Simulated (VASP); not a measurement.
## VClO: convergence with the PAW data sets and SCF solver

Aim: find what the PAW data sets and SCF solver change for VClO, and what they cost. The series runs use r2SCAN. The PAW data sets tried: minimal 64: V Cl O; recommended 64: V_sv Cl O; recommended 54: V_sv Cl O; gw 64: V_sv_GW Cl_GW O_GW; hard 64: V_sv Cl_h O_h; soft 64: V_sv Cl O_s. The SCF solver tried: ALGO = Normal; ALGO = Fast; ALGO = VeryFast; ALGO = All; ALGO = Damped; AMIX = 0.1, BMIX = 0.01; AMIX = 0.8; IMIX = 1, AMIX = 0.2. The start is a cell from a database of measured crystal structures.

Program: VASP 6.6.1. Level of theory: r2SCAN, spin-polarised from a ferromagnetic start; plane waves and PAW (V, Cl, O), in the first sound run; inputs show where later runs differ. Results are calculated unless marked as measured.

Most raw output is cut from this account.

## Step 1: Starting point

The structure is orthorhombic, space group Pmmn (No. 59). Conventional cell: a = 3.300 Å, b = 3.780 Å, c = 7.910 Å, α = 90.00°, β = 90.00°, γ = 90.00°. Nearest to V lie 4 O at 1.97 to 2.08 Å and 2 Cl at 2.36 Å. Nearest to Cl lie 2 V at 2.36 Å. Nearest to O lie 4 V at 1.97 to 2.08 Å. Farther neighbours and most contacts between anions are not listed.

As a file:

```xyz
6
Lattice="3.3000 0.0000 0.0000 0.0000 3.7800 0.0000 0.0000 0.0000 7.9100" Properties=species:S:1:pos:R:3 pbc="T T T"
V     0.0000    1.8900    0.9081
V     1.6500    0.0000    7.0019
Cl    1.6500    1.8900    2.5937
Cl    0.0000    0.0000    5.3163
O     1.6500    1.8900    7.5477
O     0.0000    0.0000    0.3623
```

## Step 2: PAW data sets: minimal 64: V Cl O

Data sets differ in which electrons are valence and how hard the partial waves are. r2SCAN adds the kinetic-energy density, costs more than a GGA and is run with LASPH.

INCAR reads:

```
SYSTEM = VClO
PREC = Accurate
ENCUT = 520
EDIFF = 1E-06
NELM = 100
ISMEAR = -1
SIGMA = 0.05
LREAL = .FALSE.
ALGO = Normal
METAGGA = R2SCAN
LASPH = .TRUE.
NBANDS = 30
ISPIN = 2
MAGMOM = 2 2 0 0 0 0
LMAXMIX = 4
LORBIT = 11
LWAVE = .FALSE.
LCHARG = .FALSE.
KPAR = 4
ISIF = 2
```

POSCAR reads:

```
VClO
1.0
    3.3000000000      0.0000000000      0.0000000000
    0.0000000000      3.7800000000      0.0000000000
    0.0000000000      0.0000000000      7.9100000000
V Cl O
2 2 2
Direct
    0.0000000000      0.5000000000      0.1148000000
    0.5000000000      0.0000000000      0.8852000000
    0.5000000000      0.5000000000      0.3279000000
    0.0000000000      0.0000000000      0.6721000000
    0.5000000000      0.5000000000      0.9542000000
    0.0000000000      0.0000000000      0.0458000000
```

KPOINTS reads:

```
Automatic mesh
0
Gamma
7 6 3
0 0 0
```

The projector-augmented-wave data sets are V, Cl and O (PBE family, release 64).

Started as:

```
mpirun -np 4 vasp_std
```

Run time: 86 s. Hardware: 4 MPI ranks of Intel Xeon 6975P-C (Granite Rapids), shared host; peak memory 1.4 GiB.

The magnetic state follows from one typed start and may not be the lowest. Experiment finds antiferromagnetic order in this phase (below 79 K, arxiv:0909.2029), so this ferromagnetic run describes another state. The gap is read on the k-mesh alone, so it is an upper bound where the band edges lie off the mesh. The PAW data sets were made with PBE, which is usual practice but a small mismatch for other functionals. The data set V keeps the semicore shell frozen, which is cheaper and a little less accurate.

Numbers from this step:

* SCF cycles: 17
* electrons: 36
* bands: 30
* irreducible k-points: 32
* symmetry operations: 8
* free energy (TOTEN): -65.1663 eV
* energy at zero smearing: -65.1629 eV
* Fermi energy: 3.171 eV
* pressure: 1.228 GPa
* moment of the cell, from the last line of the log: 4 μB
* metallic: no
* valence top at k: 0.4286, 0.5, 0
* conduction bottom at k: 0.4286, 0.3333, 0
* least direct gap at k: 0.4286, 0.5, 0
* gap on the k-mesh: 0.1515 eV
* least direct gap on the k-mesh: 0.2285 eV

Spin moment in the PAW sphere by atom:

```
atom  spin moment in the PAW sphere (μB)
  V1                                1.93
  V2                                1.93
 Cl3                               -0.01
 Cl4                               -0.01
  O5                               -0.01
  O6                               -0.01
```

The series starts at -10.8605 eV an atom and 1.23 GPa, after 17 cycles in 86 s.

## Step 3: PAW data sets: recommended 64: V sv Cl O

This step: r2SCAN, spin-polarised from a ferromagnetic start; plane waves and PAW (V_sv, Cl, O) (VASP 6.6.1).

Changes to INCAR since step 2:

```diff
@@ -11,3 +11,3 @@
 LASPH = .TRUE.
-NBANDS = 30
+NBANDS = 38
 ISPIN = 2
```

POSCAR is that of step 2.

KPOINTS is that of step 2.

The projector-augmented-wave data sets are V_sv, Cl and O (PBE family, release 64).

Started as:

```
mpirun -np 4 vasp_std
```

Run time: 95 s. Hardware: 4 MPI ranks; peak memory 1.5 GiB; 6.3 min of CPU time.

With 52 valence electrons the pressure is 1.38 GPa, +0.15 GPa from the first of the series, after 17 cycles in 95 s.

## Step 4: PAW data sets: recommended 54: V sv Cl O

INCAR is that of step 3.

POSCAR is that of step 3.

KPOINTS is that of step 3.

PAW data sets: V_sv, Cl and O (PBE family, release 54).

Started as:

```
mpirun -np 4 vasp_std
```

Elapsed: 95 s, on 4 MPI ranks; peak memory 1.5 GiB.

With 52 valence electrons the pressure is 1.38 GPa, +0.15 GPa from the first of the series, after 17 cycles in 95 s.

## Step 5: PAW data sets: GW 64: V sv GW Cl GW O GW

This step: r2SCAN, spin-polarised from a ferromagnetic start; plane waves and PAW (V_sv_GW, Cl_GW, O_GW) (VASP 6.6.1).

Changes to INCAR since step 4:

```diff
@@ -2,3 +2,3 @@
 PREC = Accurate
-ENCUT = 520
+ENCUT = 540
 EDIFF = 1E-06
```

POSCAR is that of step 4.

KPOINTS is that of step 4.

Potentials, in the order of the species: V_sv_GW, Cl_GW and O_GW (PBE family, release 64).

Started as:

```
mpirun -np 4 vasp_std
```

Elapsed: 2.1 min, on 4 MPI ranks; peak memory 1.6 GiB; 8.5 min of CPU time.

With 52 valence electrons the pressure is 0.19 GPa, -1.04 GPa from the first of the series, after 16 cycles in 2.1 min.

## Step 6: PAW data sets: hard 64: V sv Cl h O h

This step: r2SCAN, spin-polarised from a ferromagnetic start; plane waves and PAW (V_sv, Cl_h, O_h) (VASP 6.6.1).

Changes to INCAR since step 5:

```diff
@@ -2,3 +2,3 @@
 PREC = Accurate
-ENCUT = 540
+ENCUT = 1000
 EDIFF = 1E-06
```

POSCAR is that of step 5.

KPOINTS is that of step 5.

PAW data sets: V_sv, Cl_h and O_h (PBE family, release 64).

Started as:

```
mpirun -np 4 vasp_std
```

Elapsed: 4.4 min, on 4 MPI ranks; peak memory 3.1 GiB; 18 min of CPU time.

With 52 valence electrons the pressure is 1.49 GPa, +0.26 GPa from the first of the series, after 19 cycles in 4.4 min.

## Step 7: PAW data sets: soft 64: V sv Cl O s

This step: r2SCAN, spin-polarised from a ferromagnetic start; plane waves and PAW (V_sv, Cl, O_s) (VASP 6.6.1).

Changes to INCAR since step 6:

```diff
@@ -2,3 +2,3 @@
 PREC = Accurate
-ENCUT = 1000
+ENCUT = 400
 EDIFF = 1E-06
```

POSCAR is that of step 6.

KPOINTS is that of step 6.

PAW data sets: V_sv, Cl and O_s (PBE family, release 64).

Started as:

```
mpirun -np 4 vasp_std
```

Run time: 63 s. Hardware: 4 MPI ranks; peak memory 1.1 GiB.

With 52 valence electrons the pressure is 0.92 GPa, -0.31 GPa from the first of the series, after 17 cycles in 63 s.

## Step 8: The PAW data sets series as a table

This step: convergence of r2SCAN results with the datasets; plane waves and PAW (VASP 6.6.1).

Derived from the runs above.

Differences are taken from the run with recommended 64: V_sv Cl O. Results of the series, by row:

```
                          setting     status  pressure (GPa)  largest force difference (meV/Å)  gap (eV)  moment (μB)  SCF cycles  wall time (s)
       minimal 64: V Cl O, 520 eV  converged           1.228                             29.77    0.1515            4          17             86
recommended 64: V_sv Cl O, 520 eV  converged            1.38                                 0    0.2077            4          17             95
recommended 54: V_sv Cl O, 520 eV  converged            1.38                                 0    0.2077            4          17             95
gw 64: V_sv_GW Cl_GW O_GW, 540 eV  converged          0.1869                             82.87    0.2665            4          16            128
  hard 64: V_sv Cl_h O_h, 1000 eV  converged           1.493                             27.99    0.2101            4          19            266
     soft 64: V_sv Cl O_s, 400 eV  converged          0.9216                             14.36    0.2057            4          17             63
```

## Step 9: SCF solver: ALGO = Normal

This step: r2SCAN, spin-polarised from a ferromagnetic start; plane waves and PAW (V_sv, Cl, O) (VASP 6.6.1).

All solvers should reach one answer; they differ in cycles and robustness.

Changes to INCAR since step 7:

```diff
@@ -2,3 +2,3 @@
 PREC = Accurate
-ENCUT = 400
+ENCUT = 520
 EDIFF = 1E-06
```

POSCAR is that of step 7.

KPOINTS is that of step 7.

The projector-augmented-wave data sets are V_sv, Cl and O (PBE family, release 64).

Started as:

```
mpirun -np 4 vasp_std
```

The job ended after 98 s (4 MPI ranks; peak memory 1.5 GiB).

This step gave:

| Quantity | Value |
| --- | --- |
| free energy (TOTEN) | -65.5311 eV |
| energy at zero smearing | -65.5287 eV |
| Fermi energy | 4.286 eV |
| pressure | 1.380 GPa |
| gap on the k-mesh | 0.2077 eV |
| least direct gap on the k-mesh | 0.2786 eV |

The series starts at -10.9215 eV an atom and 1.38 GPa, after 17 cycles in 98 s.

## Step 10: SCF solver: ALGO = Fast

Changes to INCAR since step 9:

```diff
@@ -8,3 +8,3 @@
 LREAL = .FALSE.
-ALGO = Normal
+ALGO = Fast
 METAGGA = R2SCAN
```

POSCAR is that of step 9.

KPOINTS is that of step 9.

Started as:

```
mpirun -np 4 vasp_std
```

Elapsed: 2.4 min, on 4 MPI ranks; peak memory 1.5 GiB; 9.3 min of CPU time.

Against the first of the series the energy stays within 0.01 meV an atom and the pressure within 0.01 GPa, after 19 cycles in 2.4 min.

## Step 11: SCF solver: ALGO = VeryFast

Changes to INCAR since step 10:

```diff
@@ -8,3 +8,3 @@
 LREAL = .FALSE.
-ALGO = Fast
+ALGO = VeryFast
 METAGGA = R2SCAN
```

POSCAR is that of step 10.

KPOINTS is that of step 10.

Started as:

```
mpirun -np 4 vasp_std
```

Run time: 3.1 min. Hardware: 4 MPI ranks; peak memory 1.4 GiB.

Against the first of the series the energy stays within 0.01 meV an atom and the pressure within 0.01 GPa, after 25 cycles in 3.1 min.

## Step 12: SCF solver: ALGO = All

Changes to INCAR since step 11:

```diff
@@ -8,3 +8,3 @@
 LREAL = .FALSE.
-ALGO = VeryFast
+ALGO = All
 METAGGA = R2SCAN
```

POSCAR is that of step 11.

KPOINTS is that of step 11.

Started as:

```
mpirun -np 4 vasp_std
```

Elapsed: 3.6 min, on 4 MPI ranks; peak memory 2.2 GiB; 14 min of CPU time.

Against the first of the series the energy stays within 0.01 meV an atom and the pressure within 0.01 GPa, after 31 cycles in 3.6 min.

## Step 13: SCF solver: ALGO = Damped

Changes to INCAR since step 12:

```diff
@@ -8,3 +8,3 @@
 LREAL = .FALSE.
-ALGO = All
+ALGO = Damped
 METAGGA = R2SCAN
```

POSCAR is that of step 12.

KPOINTS is that of step 12.

Started as:

```
mpirun -np 4 vasp_std
```

Elapsed: 4.1 min, on 4 MPI ranks; peak memory 2.2 GiB.

Against the first of the series the energy stays within 0.01 meV an atom and the pressure within 0.01 GPa, after 39 cycles in 4.1 min.

## Step 14: SCF solver: AMIX = 0.1, BMIX = 0.01

Changes to INCAR since step 13:

```diff
@@ -8,3 +8,3 @@
 LREAL = .FALSE.
-ALGO = Damped
+ALGO = Normal
 METAGGA = R2SCAN
@@ -20 +20,3 @@
 ISIF = 2
+AMIX = 0.1
+BMIX = 0.01
```

POSCAR is that of step 13.

KPOINTS is that of step 13.

Started as:

```
mpirun -np 4 vasp_std
```

The job ended after 3.1 min (4 MPI ranks; peak memory 1.5 GiB; 9 min of CPU time).

Against the first of the series the energy stays within 0.01 meV an atom and the pressure within 0.01 GPa, after 24 cycles in 3.1 min.

## Step 15: SCF solver: AMIX = 0.8

Changes to INCAR since step 14:

```diff
@@ -20,3 +20,2 @@
 ISIF = 2
-AMIX = 0.1
-BMIX = 0.01
+AMIX = 0.8
```

POSCAR is that of step 14.

KPOINTS is that of step 14.

Started as:

```
mpirun -np 4 vasp_std
```

It took 2.1 min on 4 MPI ranks; peak memory 1.5 GiB; 8.5 min of CPU time.

Against the first of the series the energy stays within 0.01 meV an atom and the pressure within 0.01 GPa, after 23 cycles in 2.1 min.

## Step 16: SCF solver: IMIX = 1, AMIX = 0.2

Changes to INCAR since step 15:

```diff
@@ -20,2 +20,3 @@
 ISIF = 2
-AMIX = 0.8
+IMIX = 1
+AMIX = 0.2
```

POSCAR is that of step 15.

KPOINTS is that of step 15.

Started as:

```
mpirun -np 4 vasp_std
```

It took 3.7 min on 4 MPI ranks; peak memory 1.4 GiB.

Against the first of the series the energy stays within 0.01 meV an atom; the pressure moves by +0.01 GPa, after 44 cycles in 3.7 min.

## Step 17: The SCF solver series as a table

This step: convergence of r2SCAN results with the solver; plane waves and PAW (VASP 6.6.1).

This step runs nothing: it gathers the runs above.

Differences are taken from the run with ALGO = Normal. Results of the series, by row:

```
                setting     status  energy less the reference (meV/atom)  pressure (GPa)  largest force difference (meV/Å)  gap (eV)  moment (μB)  SCF cycles  wall time (s)
          ALGO = Normal  converged                                     0            1.38                                 0    0.2077            4          17             98
            ALGO = Fast  converged                              -2.18e-4           1.381                              0.64    0.2079            4          19            141
        ALGO = VeryFast  converged                              -2.65e-4           1.383                             0.415    0.2079            4          25            187
             ALGO = All  converged                              0.001927           1.384                             3.318    0.2076            4          31            214
          ALGO = Damped  converged                               0.00488            1.38                             0.659     0.207            4          39          248.1
AMIX = 0.1, BMIX = 0.01  converged                               9.33e-5           1.382                             0.944    0.2079            4          24            185
             AMIX = 0.8  converged                              -1.52e-4            1.38                             0.955    0.2078            4          23            128
   IMIX = 1, AMIX = 0.2  converged                              0.001495           1.385                             0.454    0.2075            4          44            224
```

## Step 18: What came out

```
spread of the pressure over the PAW data sets : 1.31 GPa
fewest SCF cycles                             : ALGO = Normal (17)
most SCF cycles among converged runs          : IMIX = 1, AMIX = 0.2 (44)
spread of the pressure over the SCF solver    : 0.00578 GPa
spread of the energy over the SCF solver      : 0.00514 meV/atom
```

In words: The choice of data set moves the pressure between 0.19 GPa (gw 64: V_sv_GW Cl_GW O_GW) and 1.49 GPa (hard 64: V_sv Cl_h O_h); the cutoffs differ too (1000, 400, 520 and 540 eV). The gap moves by up to 0.12 eV. All SCF solvers that converged agree within 0.05 meV an atom. No setting beats the 98 s of ALGO = Normal by a fifth or more; the slowest converged run is ALGO = Damped, at 4.1 min. On a shared host such times are rough. Data sets differ in their zero of energy, so energies are not compared.

[Lines on the potential files, build, host, timing and source positions are cut from VASP's logs without a mark.]

[Logs are printed without paths, hosts, clocks, repeated set-up lines and the standing remarks that a program may print on its own settings, such as how far it seeks lower states.]

[Hosts, paths, dates, database ids (printed as entryN), source tags and the programs' standing remarks are cut or masked in the printed files.]

[A measured line is paired with the nearest computed mode of its activity, which favours agreement.]
